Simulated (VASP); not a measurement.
Data:

```xyz
2
Lattice="0.0000 2.3797 2.3797 2.3797 0.0000 2.3797 2.3797 2.3797 0.0000" Properties=species:S:1:pos:R:3 pbc="T T T"
Cd     0.0000     0.0000     0.0000
O      2.3797     2.3797     2.3797
```

Computed with optB88-vdW, VASP's PBE PAW potentials (set 64) (plane waves; VASP). Numerical set-up: 520 eV cut-off, 15×15×15 Γ-centred mesh, tetrahedra with Blöchl corrections, potentials Cd O.

Problem. Estimate the energy per atom (σ→0), band gap (on the k-mesh) with the smallest direct gap where there is one.

Solution. 
```
Property                                                     Value
------------------------  ----------------------------------------
band gap (on the k-mesh)  none (metal, semimetal or under 0.01 eV)
energy per atom (σ→0)                               -1.520 eV/atom
```

Total energies compare only between runs with the same potentials, cut-off and functional.

The compound is CdO in the rock salt structure. It was relaxed first.
